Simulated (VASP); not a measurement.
A run of VASP 6.6.1:

INCAR

```
SYSTEM = Zn2Ge3
PREC = Accurate
ENCUT = 600
EDIFF = 1E-6
ISMEAR = 0
SIGMA = 0.1
LREAL = .False.
LASPH = .True.
NELM = 100
ALGO = Fast
ISIF = 3
LWAVE = .False.
LCHARG = .False.
GGA = PE
IBRION = 2
NSW = 90
EDIFFG = -0.04
```

Contents of KPOINTS:

```
Automatic mesh
0
Gamma
  4 4 4
  0 0 0
```

The input POSCAR:

```
Zn2Ge3
1.0
    4.6502358200      0.0000000000      0.0000000000
    0.0000000000      4.6502358200      0.0000000000
    0.0000000000      0.0000000000      4.6502358200
Zn Ge
2 3
Direct
    0.0000000000      0.0000000000      0.0000000000
    0.5000000000      0.5000000000      0.5000000000
    0.5000000000      0.0000000000      0.0000000000
    0.0000000000      0.5000000000      0.0000000000
    0.0000000000      0.0000000000      0.5000000000
```

Potentials or basis: VASP PAW PBE potentials, release 64 (Zn, Ge_d).

Run with:

```console
$ cat potpaw_PBE.64/Zn/POTCAR potpaw_PBE.64/Ge_d/POTCAR > POTCAR
$ mpirun -np 1 vasp_std > vasp.out
```

Hardware: 1 thread of Intel(R) Xeon(R) Platinum 8488C (Sapphire Rapids), on a shared host.

Q: How long does it take, and how much memory?

A: Run time: 2.8 min on 1 thread of Intel(R) Xeon(R) Platinum 8488C (Sapphire Rapids), on a shared host, peak memory 0.26 GiB. Counts: scf iterations 37, k points 10, ion steps 3.
